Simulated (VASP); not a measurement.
# NaLaMnMoO6: relaxation of cell and atoms with optB88-vdW

NaLaMnMoO6:

```
Na La Mn Mo O
1.0
    -2.72294    2.72294    3.89889
     2.72294   -2.72294    3.89889
     2.72294    2.72294   -3.89889
Na La Mn Mo O
1 1 1 1 6
Cartesian
  2.7229 0.0000 1.9494
  0.0000 2.7229 1.9494
  0.0000 0.0000 3.8989
  0.0000 0.0000 0.0000
  1.6123 1.1308 0.0001
  1.5921 -1.1106 3.8988
  1.1106 1.5921 3.8990
  1.1308 3.8336 -0.0001
  0.0000 0.0000 1.9646
  0.0000 0.0000 5.8332
```

The cell was built by a generator and needn't be a form met in nature.

- Program: VASP 6.6.1
- Task: relaxation of cell and atoms
- Functional: optB88-vdW
- Potentials or basis: VASP PAW PBE potentials, release 64 (Na_pv, La, Mn_pv, Mo_sv, O)
- Cutoff: 600 eV
- k mesh: 7 × 7 × 7
- Occupations: fermi-dirac, width 0.05 eV
- Spin: collinear spin, ferromagnetic start
- Starting moments: [0.0, 0.0, 4.0, 1.0, 0.0, 0.0, 0.0, 0.0, 0.0, 0.0] μB
- Further INCAR settings: ALGO = Normal; EDIFF = 1e-06; IBRION = 2; EDIFFG = -0.005; NSW = 40; ISIF = 3

- Relaxed volume: 11.40 Å³/atom
- Relaxed cell: a = 5.454 Å, b = 5.454 Å, c = 5.454 Å, α = 120.41°, β = 120.41°, γ = 89.29°
- Space group after relaxing (to 0.05 Å): I-4 (No. 82)
- Energy gained by relaxing: 1.3 meV/atom
- Ionic steps: 14
- Pressure after relaxing: 0.0 GPa
- Largest force after relaxing: 0.004 eV/Å
- Band gap on the k mesh: none (metal or under the smearing width)
- Net moment: 1.44 μB per cell
- Site moments: Na +0.00; La -0.02; Mn +2.02; Mo -0.61; O +0.01 μB
- Valence electrons inside the program's atomic spheres: Na 6.03; La 8.46; Mn 11.73; Mo 12.35; O 5.04, 5.03

Forces in eV/Å, atoms in the order of the input:
```
Na   0.000  0.000  0.000
La   0.000  0.000  0.000
Mn   0.000  0.000  0.000
Mo   0.000  0.000  0.000
O   -0.001 -0.003 -0.002
O    0.003 -0.001  0.002
O    0.001  0.003 -0.002
O   -0.003  0.001  0.002
O    0.000  0.000 -0.004
O    0.000  0.000  0.004
```

The path:
```
step  energy change (eV)  largest force (eV/Å)  pressure (GPa)  volume (Å³)
   1              0.0000                0.1126           -2.05       115.63
   2             -0.0067                0.1248            1.66       113.18
   3             -0.0109                0.1103            0.19       114.09
   4             -0.0124                0.0606            0.04       114.04
   5             -0.0124                0.0570            0.04       114.04
   6             -0.0130                0.0377           -0.04       114.08
   7             -0.0134                0.0090           -0.19       114.14
   8             -0.0133                0.0186            0.23       113.89
   9             -0.0134                0.0106            0.01       114.02
  10             -0.0135                0.0073            0.04       114.00
  11             -0.0135                0.0076            0.01       114.00
  12             -0.0135                0.0089            0.01       114.00
  13             -0.0135                0.0082            0.03       113.99
  14             -0.0135                0.0037            0.04       113.98
```

Final structure:
```xyz
10
Lattice="-2.7099 2.7099 3.8801 2.7099 -2.7099 3.8801 2.7099 2.7099 -3.8801" Properties=species:S:1:pos:R:3 pbc="T T T"
Na    2.7099    0.0000    1.9400
La    0.0000    2.7099    1.9400
Mn    0.0000    0.0000    3.8801
Mo    0.0000    0.0000    0.0000
O     1.6113    1.1253    0.0137
O     1.5846   -1.0987    3.8664
O     1.0987    1.5846    3.8938
O     1.1253    3.8086   -0.0137
O     0.0000    0.0000    1.9626
O     0.0000    0.0000    5.7976
```

Levels at points of the mesh, in eV from the Fermi level:
Spin up:
```tsv
k point	band 39	band 40	band 41	band 42	band 43	band 44
(0.00, 0.00, 0.00)	-2.51	-2.26	-2.26	-0.46	0.04	0.82
```
Spin down:
```csv
k point,band 38,band 39,band 40,band 41,band 42,band 43
"(0.00, 0.00, 0.00)",-2.71,-1.31,-1.31,-1.29,0.56,0.93
```

Wall time 47 min on 4 MPI ranks on AMD EPYC 9R45 (Zen 5) (shared host), peak memory 1.4 GiB a rank.

Caveat: the PAW data sets were made with another functional, which shifts forces and pressure a little; a cell with one magnetic atom can't hold antiferromagnetic order, which such compounds often take; semilocal functionals often make such compounds metallic where correlation or magnetic order opens a gap, which also shifts bond lengths. The run has no spin-orbit coupling, so splittings on La are missing.
